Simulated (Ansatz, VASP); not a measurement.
# Ti2H2CO2 (Ti2C(OH)2 MXene monolayer) in two plane-wave programs, part 2 of 2

One calculation is typed for both programs; each brings its own data sets. How far apart do they land? The structure shown is the start of the Ansatz relaxation below; VASP solves that cell, so the two are compared at the walk's first step.

VASP 6.6.1 and Ansatz 0.2.0.

So far: The starting structure; Ansatz: relaxation, PBEsol with D3(BJ).

### Step 3. VASP: single point, PBEsol with D3(BJ), start cell

Level of this step: PBEsol with D3(BJ), zero-moment start; plane waves and PAW (H, O, Ti_sv, C) (VASP).

The same cell, functional, mesh and smearing now go to VASP, with its own data sets.

Lines of VASP's logs that name or quote its potential files are left out, and so is its time.

INCAR

```
SYSTEM = Ti2H2CO2
PREC = Accurate
ENCUT = 520
EDIFF = 1E-06
NELM = 200
ISMEAR = -1
SIGMA = 0.05
LREAL = .FALSE.
ALGO = Normal
GGA = PS
IVDW = 12
NBANDS = 31
ISPIN = 2
MAGMOM = -0 -0 -0 -0 0 0 -0
LASPH = .TRUE.
LMAXMIX = 4
LORBIT = 11
LWAVE = .FALSE.
LCHARG = .FALSE.
ISIF = 2
LDIPOL = .TRUE.
IDIPOL = 3
DIPOL = 0.5 0.5 0.5
LVHAR = .TRUE.
GGA_COMPAT = .FALSE.
NELMDL = -8
KPAR = 2
```

POSCAR

```
Ti2H2CO2
1.0
    3.1002400000      0.0000000000      0.0000000000
   -1.5501200000      2.6848870000      0.0000000000
    0.0000000000      0.0000000000     44.2030600000
H O Ti C
2 2 2 1
Direct
    0.3333333333      0.6666666667      0.4253099220
    0.6666666667      0.3333333333      0.5746900780
    0.3333333333      0.6666666667      0.4474803328
    0.6666666667      0.3333333333      0.5525196672
    0.6666666667      0.3333333333      0.4723260788
    0.3333333333      0.6666666667      0.5276739212
    0.0000000000      0.0000000000      0.5000000000
```

KPOINTS

```
Automatic mesh
0
Gamma
12 12 1
0 0 0
```

PAW data sets: H, O, Ti_sv and C (PBE family, release 64).

Launch:

```console
$ mpirun -np 2 vasp_std
```

Numbers of over 12 decimals in the logs are rounded to 6 here.

The log of the run:

```text
[banner, memory and clock lines left out]
running    2 mpi-ranks, on    1 nodes
 distrk:  each k-point on    1 cores,    2 groups
 distr:  one band on    1 cores,    1 groups

 POSCAR found type information on POSCAR H O TiC
 POSCAR found :  4 types and       7 ions
|                                                                             |
|               ----> ADVICE to this user running VASP <----                  |
|                                                                             |
|     You enforced a specific xc type in the INCAR file but a different       |
|     [... a line on the potential file left out ...]
|     I HOPE YOU KNOW WHAT YOU ARE DOING!                                     |
|                                                                             |

 LDA part: xc-table for (Slater+PW92), standard interpolation
 POSCAR, INCAR and KPOINTS ok, starting setup
 FFT: planning ... GRIDC
 FFT: planning ... GRID_SOFT
 FFT: planning ... GRID
 WAVECAR not read
 entering main loop
       N       E                     dE             d eps       ncg     rms          rms(c)
DAV:   1     0.430659503868E+03    0.43066E+03   -0.20082E+04  2900   0.110E+03
DAV:   2     0.894712330553E+01   -0.42171E+03   -0.40888E+03  2994   0.330E+02
DAV:   3    -0.597160266454E+02   -0.68663E+02   -0.67790E+02  3479   0.130E+02
DAV:   4    -0.658495640191E+02   -0.61335E+01   -0.61137E+01  3722   0.373E+01
DAV:   5    -0.662869597534E+02   -0.43740E+00   -0.43735E+00  3313   0.741E+00
DAV:   6    -0.662995832966E+02   -0.12624E-01   -0.12623E-01  3647   0.158E+00
DAV:   7    -0.663000663464E+02   -0.48305E-03   -0.48305E-03  3345   0.231E-01
DAV:   8    -0.663000732230E+02   -0.68765E-05   -0.68766E-05  3698   0.354E-02    0.256E+01
DAV:   9    -0.542965452666E+02    0.12004E+02   -0.70342E+01  3108   0.613E+01    0.770E+00
DAV:  10    -0.535163334185E+02    0.78021E+00   -0.68257E+00  3184   0.221E+01    0.640E+00
DAV:  11    -0.531824867119E+02    0.33385E+00   -0.15074E+00  3016   0.665E+00    0.120E+00
DAV:  12    -0.532023119054E+02   -0.19825E-01   -0.10848E+00  3720   0.485E+00    0.137E+00
DAV:  13    -0.531485766351E+02    0.53735E-01   -0.12171E-01  3335   0.218E+00    0.591E-01
DAV:  14    -0.531461752254E+02    0.24014E-02   -0.32310E-02  3230   0.107E+00    0.198E-01
[...]
DAV:  21    -0.531469535939E+02   -0.36648E-04   -0.17908E-05  2812   0.130E-02    0.587E-03
DAV:  22    -0.531469920460E+02   -0.38452E-04   -0.11863E-05  2728   0.129E-02    0.307E-03
DAV:  23    -0.531470129894E+02   -0.20943E-04   -0.62209E-06  2280   0.480E-03    0.188E-03
DAV:  24    -0.531470197461E+02   -0.67566E-05   -0.53266E-07  2233   0.278E-03    0.122E-03
DAV:  25    -0.531470424377E+02   -0.22692E-04   -0.16367E-06  2070   0.324E-03    0.126E-03
DAV:  26    -0.531470448715E+02   -0.24337E-05   -0.22449E-07  2064   0.161E-03    0.682E-04
DAV:  27    -0.531470459795E+02   -0.11081E-05   -0.48931E-08  1763   0.106E-03    0.191E-04
DAV:  28    -0.531470468846E+02   -0.90506E-06   -0.64209E-08  1801   0.709E-04
   1 F= -.54143953E+02 E0= -.54134657E+02  d E =-.185919E-01  mag=    -0.0000
```

OUTCAR, selected parts (step 3):

```text
ion  position               nearest neighbor table
   1  0.333  0.667  0.425-   3 0.98
   2  0.667  0.333  0.575-   4 0.98
   3  0.333  0.667  0.447-   1 0.98   5 2.10   5 2.10   5 2.10
   4  0.667  0.333  0.553-   2 0.98   6 2.10   6 2.10   6 2.10
   5  0.667  0.333  0.472-   3 2.10   3 2.10   3 2.10   7 2.17   7 2.17   7 2.17
   6  0.333  0.667  0.528-   4 2.10   4 2.10   4 2.10   7 2.17   7 2.17   7 2.17
   7  0.000  0.000  0.500-   5 2.17   6 2.17   5 2.17   6 2.17   5 2.17   6 2.17

  LATTYP: Found a hexagonal cell.
 ALAT       =     3.1002400000
 C/A-ratio  =    14.2579477718

 Subroutine GETGRP returns: Found 12 space group operations
 (whereof 12 operations were pure point group operations)

The static configuration has the point symmetry D_3d.

 Found     19 irreducible k-points:

   k-points           NKPTS =     19   k-points in BZ     NKDIM =     19   number of bands    NBANDS=     31

   dimension x,y,z NGX =    24 NGY =   24 NGZ =  336
   dimension x,y,z NGXF=    48 NGYF=   48 NGZF=  672

   ENCUT  =  520.0 eV  38.22 Ry    6.18 a.u.   5.76  5.76 82.19*2*pi/ulx,y,z

   NELECT =      42.0000    total number of electrons

 k-points in reciprocal lattice and weights: Automatic mesh
   0.00000000  0.00000000  0.00000000       0.007
   0.08333333  0.00000000  0.00000000       0.042
   0.16666667  0.00000000  0.00000000       0.042
   0.25000000  0.00000000  0.00000000       0.042
   0.33333333  0.00000000  0.00000000       0.042
   0.41666667  0.00000000  0.00000000       0.042
   0.50000000  0.00000000  0.00000000       0.021
   0.08333333  0.08333333  0.00000000       0.042
   0.16666667  0.08333333  0.00000000       0.083
[...]
0.33333333  0.25000000  0.00000000       0.083
   0.33333333  0.33333333  0.00000000       0.014

 dipolmoment           0.000000      0.000000      0.000000 electrons x Angstroem

 average (electrostatic) potential at core
       1 -42.4932       2 -42.4932       3 -78.9258       4 -78.9258       5 -82.2057
       6 -82.2057       7 -55.1798

 E-fermi :  -0.7228

 spin component 1
 k-point     1 :       0.0000    0.0000    0.0000
  band No.  band energies     occupation
    ...
     18      -4.3874      1.00000
     19      -2.4673      1.00000
     20      -2.4673      1.00000
     21      -1.1027      0.99950
     22      -0.8244      0.88417
     23      -0.6940      0.35964
     24      -0.6940      0.35964
     25      -0.6043      0.08547
     26       0.5160      0.00000
     27       0.5160      0.00000
    ...

 k-point     2 :       0.0833    0.0000    0.0000
  band No.  band energies     occupation
    ...
     19      -2.8869      1.00000
     20      -2.6135      1.00000
     21      -1.0025      0.99629
     22      -0.8284      0.89210
     23      -0.7416      0.59260
     24      -0.5232      0.01813
     25      -0.3546      0.00063
     26       0.4735      0.00000
     27       0.5859      0.00000
     28       1.0290      0.00000
    ...

 k-point     3 :       0.1667    0.0000    0.0000
  band No.  band energies     occupation
    ...
     17      -6.6875      1.00000
     18      -4.0897      1.00000
     19      -3.6708      1.00000
     20      -2.8833      1.00000
     21      -1.2027      0.99993
     22      -0.6164      0.10636
     23      -0.5331      0.02199
     24      -0.1787      0.00002
     25       0.0663      0.00000
     26       0.4957      0.00000
    ...

 k-point     4 :       0.2500    0.0000    0.0000
  band No.  band energies     occupation
    ...
     17      -6.7220      1.00000
     18      -4.4398      1.00000
     19      -3.9627      1.00000
     20      -3.0879      1.00000
     21      -1.6191      1.00000
     22      -0.1009      0.00000
     23       0.0195      0.00000
     24       0.1887      0.00000
     25       0.2453      0.00000
     26       0.8369      0.00000
    ...

 k-point     5 :       0.3333    0.0000    0.0000
  band No.  band energies     occupation
    ...
     17      -6.7608      1.00000
     18      -4.9404      1.00000
     19      -3.9485      1.00000
     20      -3.1794      1.00000
     21      -1.9911      1.00000
     22       0.2549      0.00000
     23       0.5583      0.00000
     24       0.6353      0.00000
     25       0.8237      0.00000
     26       1.2327      0.00000
    ...

 k-point     6 :       0.4167    0.0000    0.0000
  band No.  band energies     occupation
    ...
     17      -6.7850      1.00000
     18      -5.2207      1.00000
     19      -3.9324      1.00000
     20      -3.1948      1.00000
     21      -2.2466      1.00000
     22       0.2692      0.00000
     23       0.8733      0.00000
     24       1.1747      0.00000
     25       1.2978      0.00000
     26       1.3390      0.00000
    ...

 Edisp (eV)   -0.99691

  Total      -3.74431    -3.74431    -0.80846     0.00000     0.00000     0.00000
  in kB     -16.30453   -16.30453    -3.52041     0.00000     0.00000     0.00000
  external pressure =      -12.04 kB  Pullay stress =        0.00 kB

  energy-cutoff  :      520.00
  volume of cell :      367.94
      direct lattice vectors                 reciprocal lattice vectors
     3.100240000  0.000000000  0.000000000     0.322555673  0.186227577  0.000000000
    -1.550120000  2.684887000  0.000000000     0.000000000  0.372455154  0.000000000
     0.000000000  0.000000000 44.203060000     0.000000000  0.000000000  0.022622868

 POSITION                                       TOTAL-FORCE (eV/Angst)
 -----------------------------------------------------------------------------------
     -0.00000      1.78992     18.80000         0.000000      0.000000     -0.241700
      1.55012      0.89496     25.40306         0.000000     -0.000000      0.241700
     -0.00000      1.78992     19.78000         0.000000     -0.000000     -1.191842
      1.55012      0.89496     24.42306        -0.000000     -0.000000      1.191842
      1.55012      0.89496     20.87826         0.000000     -0.000000      3.206809
     -0.00000      1.78992     23.32480         0.000000      0.000000     -3.206809
      0.00000      0.00000     22.10153         0.000000     -0.000000      0.000000
 -----------------------------------------------------------------------------------
    total drift:                                0.000000      0.000000     -0.000000

  FREE ENERGIE OF THE ION-ELECTRON SYSTEM (eV)
  ---------------------------------------------------
  free  energy   TOTEN  =       -54.1439527785 eV

  energy  without entropy=      -54.1253609268  energy(sigma->0) =      -54.13465685

 vacuum level on the upper side and lower side of the slab         1.801         1.801

 total charge
# of ion       s       p       d       tot
------------------------------------------
    1        0.603   0.118   0.000   0.721
    2        0.603   0.118   0.000   0.721
    3        1.552   3.582   0.000   5.134
    4        1.552   3.582   0.000   5.134
    5        2.177   6.204   1.931  10.312
    6        2.177   6.204   1.931  10.312
    7        0.876   1.508   0.000   2.384
--------------------------------------------------
tot          9.541  21.316   3.862  34.719

 magnetization (x)
# of ion       s       p       d       tot
------------------------------------------
    1       -0.000  -0.000   0.000  -0.000
    2       -0.000  -0.000   0.000  -0.000
    3       -0.000  -0.000   0.000  -0.000
    4       -0.000  -0.000   0.000  -0.000
    5        0.000  -0.000   0.000   0.000
    6        0.000  -0.000   0.000   0.000
    7       -0.000  -0.000   0.000  -0.000
--------------------------------------------------
tot         -0.000  -0.000   0.000  -0.000

[... 3 further parts left out ...]
```

This run allows spin, but its moments start at zero, where symmetry between the spins tends to hold them, although Ti can carry a moment.

### Step 4. Side by side

Known differences besides the potentials themselves: Ansatz cuts the interaction across the vacuum, VASP repeats the sheet with a dipole correction; the cutoff is 420 eV in Ansatz and 520 eV in VASP; Ansatz makes its cores anew for this functional, VASP keeps those of its PBE data sets. Total energies have different zeros and are not compared.

Forces (eV/Å; atoms numbered as in POSCAR):

```tsv
atom	Ansatz x, y, z	VASP x, y, z
H1	0.000, 0.000, -0.123	0.000, 0.000, -0.242
H2	0.000, 0.000, 0.123	0.000, 0.000, 0.242
O3	0.000, 0.000, -1.275	0.000, 0.000, -1.192
O4	0.000, 0.000, 1.275	0.000, 0.000, 1.192
Ti5	0.000, 0.000, 3.202	0.000, 0.000, 3.207
Ti6	0.000, 0.000, -3.202	0.000, 0.000, -3.207
C7	0.000, 0.000, 0.000	0.000, 0.000, 0.000
```

The forces differ by 45 meV/Å r.m.s., which is 4.2 % of the r.m.s. force of 1.058 eV/Å (both taken over all components). Moments aren't recorded for both runs of this pair, so they may hold unlike magnetic states. With vacuum in the cell, a pressure given here is an average over mostly empty space and none of the material.

### Step 5. Summary of results

| Quantity | Value |
| --- | --- |
| r.m.s. force difference (single point, PBEsol with D3(BJ), start cell) | 4.2 % of the r.m.s. force |

In words: The r.m.s. force difference is 4.2 % of the r.m.s. force (single point, PBEsol with D3(BJ), start cell), beyond the 3 % picked in this series as the mark of a large difference. What causes the difference of the single point, PBEsol with D3(BJ), start cell pair stays open here. How closely two codes agree says nothing of how well the functional describes the real material.

[Lines on the potential files, build, host, timing and source positions are cut from VASP's logs without a mark.]

[Logs are printed without paths, hosts, clocks, repeated set-up lines and the standing remarks that a program may print on its own settings, such as how far it seeks lower states.]

[Hosts, paths, dates, database ids (printed as entryN), source tags and the programs' standing remarks are cut or masked in the printed files.]
